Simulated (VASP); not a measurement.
Data:

```xyz
8
Lattice="4.4724 0.0000 0.0000 0.0000 4.4724 0.0000 0.0000 0.0000 4.4724" Properties=species:S:1:pos:R:3 pbc="T T T"
Mn     3.8585     2.8502     1.6222
Mn     1.6222     3.8585     2.8502
Mn     0.6140     0.6140     0.6140
Mn     2.8502     1.6222     3.8585
Si     0.6912     1.5450     2.9274
Si     2.9274     0.6912     1.5450
Si     3.7813     3.7813     3.7813
Si     1.5450     2.9274     0.6912
```
Starting moments (μB, in the order of the record's atoms Mn Mn Mn Mn Si Si Si Si): 0.9 0.9 0.9 0.9 0.0 0.0 0.0 0.0.

The numbers are results of PBEsol GGA, VASP's PBE PAW potentials (set 64) (plane waves; VASP), not measurements. Numerical set-up: 500 eV cut-off, 7×7×7 Γ-centred mesh, first-order Methfessel-Paxton smearing of 0.10 eV, potentials Mn_pv Si.

The moments were started parallel, and other spin orders were not tried in this run.

Question: What does the run give for the cell moment, energy per atom (σ→0), band gap (on the k-mesh) with the smallest direct gap where there is one?

Answer: 
| Quantity | Value |
|---|---|
| band gap (on the k-mesh) | none (metal, semimetal or under 0.01 eV) |
| cell moment | 3.83 μB |
| energy per atom (σ→0) | -8.287 eV/atom |

Question: Give the moment on each site (PAW-sphere projection).

Answer: 
```tsv
site	moment (μB)
Mn1	1.00
Mn2	1.00
Mn3	1.00
Mn4	1.00
Si5	-0.04
Si6	-0.04
Si7	-0.04
Si8	-0.04
```

The compound is MnSi in the B20 structure. It was relaxed first, which changed the volume by -6 %.
